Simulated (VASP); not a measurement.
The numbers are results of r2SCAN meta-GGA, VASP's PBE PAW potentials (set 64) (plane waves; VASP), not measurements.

A VASP calculation is set up with these files.

**KPOINTS**
```
Automatic mesh
0
Gamma
13 13 13
0 0 0
```

File KPOINTS_OPT:
```
k-points along high-symmetry lines
6
Line-mode
Reciprocal
  0.000000   0.000000   0.000000 ! GAMMA
  0.500000   0.000000   0.000000 ! M

  0.500000   0.000000   0.000000 ! M
  0.333333   0.333333   0.000000 ! K

  0.333333   0.333333   0.000000 ! K
  0.000000   0.000000   0.000000 ! GAMMA

  0.000000   0.000000   0.000000 ! GAMMA
  0.000000   0.000000   0.500000 ! A

  0.000000   0.000000   0.500000 ! A
  0.500000   0.000000   0.500000 ! L

  0.500000   0.000000   0.500000 ! L
  0.333333   0.333333   0.500000 ! H

  0.333333   0.333333   0.500000 ! H
  0.000000   0.000000   0.500000 ! A

  0.500000   0.000000   0.500000 ! L
  0.500000   0.000000   0.000000 ! M

  0.333333   0.333333   0.500000 ! H
  0.333333   0.333333   0.000000 ! K
```

**INCAR**
```
LASPH = .True.
ISMEAR = -5   ! tetrahedra, Bloechl
NELM = 100   ! most electronic steps
LWAVE = .False.
LMIXTAU = .True.
PREC = Accurate
LCHARG = .False.
METAGGA = R2SCAN
ALGO = Normal   ! blocked Davidson
EDIFF = 1E-7
LREAL = .False.   ! projection in real space or not
ENCUT = 400   ! plane-wave cut-off (eV)
SYSTEM = SiGe
LMAXMIX = 4   ! l cut-off of mixed one-centre charges
LORBIT = 11   ! lm-projected
ISIF = 2   ! forces and stress, cell fixed
NEDOS = 601   ! DOS grid
```

POSCAR:
```
SiGe
1
    3.6473086680    -0.0000000000    -0.0000000000
   -1.8236543340     3.1586614932     0.0000000000
    0.0000000000    -0.0000000000     3.1296679680
Ge Si
1 1
Direct
  0.0000000000   0.0000000000   1.0000000000
  0.6666670000   0.3333330000   0.5000000000
```

POTCAR, in this order: Ge_d Si (PBE.64 set). Program: vasp_std.

What VASP printed:

**OSZICAR**
```
       N       E                     dE             d eps       ncg     rms          rms(c)
DAV:   1     0.653265401135E+02    0.65327E+02   -0.85070E+03  4117   0.275E+03
DAV:   2    -0.150017590257E+02   -0.80328E+02   -0.77692E+02  4037   0.446E+02
DAV:   3    -0.233032508362E+02   -0.83015E+01   -0.82305E+01  4687   0.948E+01
DAV:   4    -0.234666439980E+02   -0.16339E+00   -0.16335E+00  4352   0.138E+01
DAV:   5    -0.234697867048E+02   -0.31427E-02   -0.31445E-02  4716   0.217E+00    0.360E+00
DAV:   6    -0.214729738486E+02    0.19968E+01   -0.30514E-01  4507   0.942E+00    0.228E+00
DAV:   7    -0.218356969703E+02   -0.36272E+00   -0.23517E-01  4337   0.651E+00    0.348E-01
DAV:   8    -0.215127392426E+02    0.32296E+00   -0.11912E-01  3947   0.435E+00    0.135E-01
DAV:   9    -0.215136060975E+02   -0.86685E-03   -0.29521E-02  3887   0.138E+00    0.950E-02
DAV:  10    -0.215140154233E+02   -0.40933E-03   -0.11738E-03  4802   0.420E-01    0.559E-02
DAV:  11    -0.215234248115E+02   -0.94094E-02   -0.48888E-03  3922   0.679E-01    0.111E-02
DAV:  12    -0.215240759606E+02   -0.65115E-03   -0.70886E-04  4412   0.288E-01    0.107E-02
DAV:  13    -0.215241017023E+02   -0.25742E-04   -0.44663E-05  4332   0.787E-02    0.704E-03
DAV:  14    -0.215241451907E+02   -0.43488E-04   -0.18173E-05  4117   0.644E-02    0.233E-03
DAV:  15    -0.215241398813E+02    0.53094E-05   -0.23839E-06  4557   0.192E-02    0.263E-03
DAV:  16    -0.215241516515E+02   -0.11770E-04   -0.30917E-06  3947   0.250E-02    0.711E-04
DAV:  17    -0.215241442750E+02    0.73765E-05   -0.25270E-06  3877   0.196E-02    0.310E-04
DAV:  18    -0.215241474628E+02   -0.31877E-05   -0.10533E-07  3166   0.430E-03    0.150E-04
DAV:  19    -0.215241467191E+02    0.74365E-06   -0.12404E-08  2046   0.152E-03    0.917E-05
DAV:  20    -0.215241469102E+02   -0.19114E-06   -0.69577E-09  2001   0.805E-04    0.592E-05
DAV:  21    -0.215241467529E+02    0.15739E-06   -0.98514E-10  1971   0.352E-04    0.287E-05
DAV:  22    -0.215241466641E+02    0.88746E-07   -0.39392E-10  1961   0.231E-04
   1 F= -.21524147E+02 E0= -.21524147E+02  d E =0.000000E+00
       N       E                     dE             ncg
```

### OUTCAR
```
------------------------ aborting loop because EDIFF is reached ----------------------------------------
  FORCE on cell =-STRESS in cart. coord.  units (eV):
  Direction    XX          YY          ZZ          XY          YZ          ZX
  --------------------------------------------------------------------------------------
  Total       -0.0141352     -0.0141352      0.1839999      0.0000000      0.0000000      0.0000000
  in kB       -0.6281152     -0.6281150      8.1762508      0.0000000      0.0000000      0.0000000
  external PRESSURE =       2.3066735 kB  Pullay stress =       0.0000000 kB
  volume of cell :       36.06
      direct lattice vectors                 reciprocal lattice vectors
     3.647308668  0.000000000  0.000000000     0.274174766  0.158294898  0.000000000
    -1.823654334  3.158661493  0.000000000     0.000000000  0.316589797  0.000000000
     0.000000000  0.000000000  3.129667968     0.000000000  0.000000000  0.319522713
 POSITION                                       TOTAL-FORCE (eV/Angst)
 -----------------------------------------------------------------------------------
      0.00000      0.00000      0.00000         0.000000      0.000000      0.000000
      1.82366      1.05289      1.56483        -0.000000      0.000000      0.000000
 -----------------------------------------------------------------------------------
    total drift:                                0.000049     -0.000020      0.000000
  FREE ENERGIE OF THE ION-ELECTRON SYSTEM (eV)
  ---------------------------------------------------
  free  energy   TOTEN  =       -21.5241466641 eV

  energy  without entropy=      -21.5241466641  energy(sigma->0) =      -21.52414666

 total charge

# of ion       s       p       d       tot
------------------------------------------
    1        1.166   1.127  10.048  12.341
    2        0.827   0.754   0.000   1.581
--------------------------------------------------
tot          1.993   1.882  10.048  13.922
```
(Selected blocks of OUTCAR.)

For a metal the tetrahedron method with Blöchl corrections gives inexact stress and forces.

The structure was generated: SiGe was put into the WC type (P-6m2), which need not be its known phase. It was relaxed first, which changed the volume by +18 %.
